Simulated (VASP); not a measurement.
A VASP calculation is set up with these files.

File KPOINTS:
```
Automatic mesh
0
Gamma
9 9 5
0 0 0
```

### POSCAR
```
Dy
1
    1.8309000000    -3.1712120000     0.0000000000
    1.8309000000     3.1712120000     0.0000000000
    0.0000000000     0.0000000000     5.7630000000
Dy
2
Direct
  0.3333330000   0.6666670000   0.2500000000
  0.6666670000   0.3333330000   0.7500000000
```

### INCAR
```
SYSTEM = Dy
PREC = Accurate
ENCUT = 400
EDIFF = 1E-6
NELM = 60
ALGO = Normal
LREAL = .FALSE.
LASPH = .TRUE.
ISMEAR = 1
SIGMA = 0.1
GGA = PE
LMAXMIX = 6
LWAVE = .FALSE.
LCHARG = .FALSE.
ISIF = 2
IMIX = 1
AMIX = 1.5
BMIX = 0.0001
```

POTCAR, in this order: Dy_3 (PBE.64 set). Program: vasp_std.

What VASP printed:

File standard output:
```
...
DAV:  21    -0.142371290142E+02    0.49070E+00   -0.57375E+01  1270   0.603E+01    0.135E+01
DAV:  22    -0.182570845175E+02   -0.40200E+01   -0.75380E+01  1324   0.730E+01    0.153E+01
DAV:  23    -0.184503053331E+02   -0.19322E+00   -0.10127E+02  1281   0.797E+01    0.171E+01
DAV:  24    -0.250901476147E+02   -0.66398E+01   -0.13566E+02  1348   0.990E+01    0.194E+01
DAV:  25    -0.263380956637E+02   -0.12479E+01   -0.18777E+02  1228   0.109E+02    0.221E+01
DAV:  26    -0.391564720286E+02   -0.12818E+02   -0.25956E+02  1303   0.139E+02    0.251E+01
DAV:  27    -0.447272244969E+02   -0.55708E+01   -0.38512E+02  1220   0.153E+02    0.299E+01
DAV:  28    -0.754317624682E+02   -0.30705E+02   -0.58773E+02  1189   0.211E+02    0.340E+01
DAV:  29    -0.105114879120E+03   -0.29683E+02   -0.95255E+02  1212   0.227E+02    0.481E+01
DAV:  30    -0.192410870008E+03   -0.87296E+02   -0.17707E+03  1152   0.385E+02    0.754E+01
DAV:  31    -0.252831504159E+03   -0.60421E+02   -0.23046E+03  1297   0.359E+02    0.125E+02
DAV:  32    -0.543809524159E+03   -0.29098E+03   -0.54791E+03  1300   0.679E+02    0.238E+02
DAV:  33    -0.677628967706E+03   -0.13382E+03   -0.62598E+03  1140   0.518E+02    0.303E+02
DAV:  34    -0.107552622942E+04   -0.39790E+03   -0.11067E+04  1182   0.688E+02    0.499E+02
DAV:  35    -0.116283145437E+04   -0.87305E+02   -0.99137E+03  1185   0.703E+02    0.616E+02
DAV:  36    -0.144204606537E+04   -0.27921E+03   -0.14765E+04  1152   0.627E+02    0.767E+02
DAV:  37    -0.132819854495E+04    0.11385E+03   -0.10435E+04  1306   0.704E+02    0.842E+02
DAV:  38    -0.156535386033E+04   -0.23716E+03   -0.16054E+04  1211   0.604E+02    0.863E+02
DAV:  39    -0.138214486030E+04    0.18321E+03   -0.10513E+04  1280   0.689E+02    0.872E+02
DAV:  40    -0.159725561404E+04   -0.21511E+03   -0.16456E+04  1240   0.610E+02    0.876E+02
DAV:  41    -0.142089859762E+04    0.17636E+03   -0.10945E+04  1343   0.698E+02    0.880E+02
DAV:  42    -0.163663040196E+04   -0.21573E+03   -0.16804E+04  1244   0.598E+02    0.893E+02
DAV:  43    -0.143201768374E+04    0.20461E+03   -0.10930E+04  1317   0.696E+02    0.898E+02
DAV:  44    -0.162658494462E+04   -0.19457E+03   -0.16704E+04  1218   0.599E+02    0.897E+02
DAV:  45    -0.141362827175E+04    0.21296E+03   -0.10807E+04  1338   0.693E+02    0.898E+02
DAV:  46    -0.161300605060E+04   -0.19938E+03   -0.16749E+04  1231   0.602E+02    0.895E+02
DAV:  47    -0.138410468917E+04    0.22890E+03   -0.10512E+04  1341   0.683E+02    0.892E+02
DAV:  48    -0.159000911839E+04   -0.20590E+03   -0.16570E+04  1266   0.609E+02    0.906E+02
DAV:  49    -0.137842184557E+04    0.21159E+03   -0.10606E+04  1378   0.686E+02    0.915E+02
DAV:  50    -0.159556260926E+04   -0.21714E+03   -0.16709E+04  1210   0.598E+02    0.915E+02
DAV:  51    -0.135834767114E+04    0.23721E+03   -0.10316E+04  1349   0.677E+02    0.915E+02
DAV:  52    -0.156821292188E+04   -0.20987E+03   -0.16444E+04  1215   0.602E+02    0.912E+02
DAV:  53    -0.133924755687E+04    0.22897E+03   -0.10193E+04  1367   0.682E+02    0.911E+02
DAV:  54    -0.157635913036E+04   -0.23711E+03   -0.16599E+04  1271   0.598E+02    0.905E+02
DAV:  55    -0.135692660079E+04    0.21943E+03   -0.10358E+04  1349   0.675E+02    0.902E+02
DAV:  56    -0.158128583227E+04   -0.22436E+03   -0.16629E+04  1231   0.594E+02    0.905E+02
DAV:  57    -0.135330306022E+04    0.22798E+03   -0.10285E+04  1338   0.678E+02    0.906E+02
DAV:  58    -0.158543356388E+04   -0.23213E+03   -0.16686E+04  1273   0.599E+02    0.892E+02
DAV:  59    -0.136531350616E+04    0.22012E+03   -0.10402E+04  1346   0.681E+02    0.885E+02
DAV:  60    -0.158002398913E+04   -0.21471E+03   -0.16613E+04  1239   0.605E+02

 -----------------------------------------------------------------------------
|                                                                             |
|           W    W    AA    RRRRR   N    N  II  N    N   GGGG   !!!           |
|           W    W   A  A   R    R  NN   N  II  NN   N  G    G  !!!           |
|           W    W  A    A  R    R  N N  N  II  N N  N  G       !!!           |
|           W WW W  AAAAAA  RRRRR   N  N N  II  N  N N  G  GGG   !            |
|           WW  WW  A    A  R   R   N   NN  II  N   NN  G    G                |
|           W    W  A    A  R    R  N    N  II  N    N   GGGG   !!!           |
|                                                                             |
|     The electronic self-consistency was not achieved in the given           |
|     number of steps (NELM). The forces and other quantities evaluated       |
|     might not be reliable so examine the results carefully. If you find     |
|     spurious results, we suggest increasing NELM, if you were close to      |
|     convergence or switching to a different ALGO or adjusting the           |
|     density mixing parameters otherwise.                                    |
|                                                                             |
 -----------------------------------------------------------------------------

   1 F= -.15800240E+04 E0= -.15800233E+04  d E =-.204100E-02
```

OUTCAR:
```
------------------------ aborting loop EDIFF was not reached (unconverged)  ----------------------------
  FORCE on cell =-STRESS in cart. coord.  units (eV):
  Direction    XX          YY          ZZ          XY          YZ          ZX
  --------------------------------------------------------------------------------------
  Total      525.1290036    525.1290621    495.5084144     -0.0000000      0.0000000      0.0000000
  in kB    12572.1070969  12572.1084958  11862.9609288     -0.0000000      0.0000000      0.0000000
  external PRESSURE =   12335.7255072 kB  Pullay stress =       0.0000000 kB
  volume of cell :       66.92
      direct lattice vectors                 reciprocal lattice vectors
     1.830900000 -3.171212000  0.000000000     0.273089737 -0.157668425  0.000000000
     1.830900000  3.171212000  0.000000000     0.273089737  0.157668425  0.000000000
     0.000000000  0.000000000  5.763000000     0.000000000  0.000000000  0.173520736
 POSITION                                       TOTAL-FORCE (eV/Angst)
 -----------------------------------------------------------------------------------
      1.83090      1.05707      1.44075        -0.000000     -0.000000      0.000000
      1.83090     -1.05707      4.32225         0.000000      0.000000      0.000000
 -----------------------------------------------------------------------------------
    total drift:                                0.000515     -0.002560     -0.000113
  FREE ENERGIE OF THE ION-ELECTRON SYSTEM (eV)
  ---------------------------------------------------
  free  energy   TOTEN  =     -1580.0239891330 eV

  energy  without entropy=    -1580.0219481320  energy(sigma->0) =    -1580.02330880
```
(Selected blocks of OUTCAR.)

Question: Read input and log: which fault does this run have?
A. simple mixing (IMIX = 1) with AMIX above 1 overshoots
B. Methfessel-Paxton smearing was used on a material with a gap
C. EDIFF is too loose for the force threshold
D. the Γ-only program was given a k-mesh

Answer: A, simple mixing (IMIX = 1) with AMIX above 1 overshoots. The run did not converge; its last values are not results. Against the sound run, the energy per atom (σ→0) decreases by 785.488 eV/atom; the pressure increases by 1235.47 GPa.

To mend it, remove IMIX, remove AMIX, remove BMIX.

The mended run (PBE GGA, plane waves, VASP's PBE PAW potentials (set 64)) converges, and its OSZICAR ends with
```
   1 F= -.90474044E+01 E0= -.90478167E+01  d E =0.123706E-02
```

The compound is Dy in the hcp structure. The cell was not relaxed at this level. The 4f electrons are frozen in the core of the lanthanide potential, so 4f levels, which can set the real gap, and their magnetism are missing.
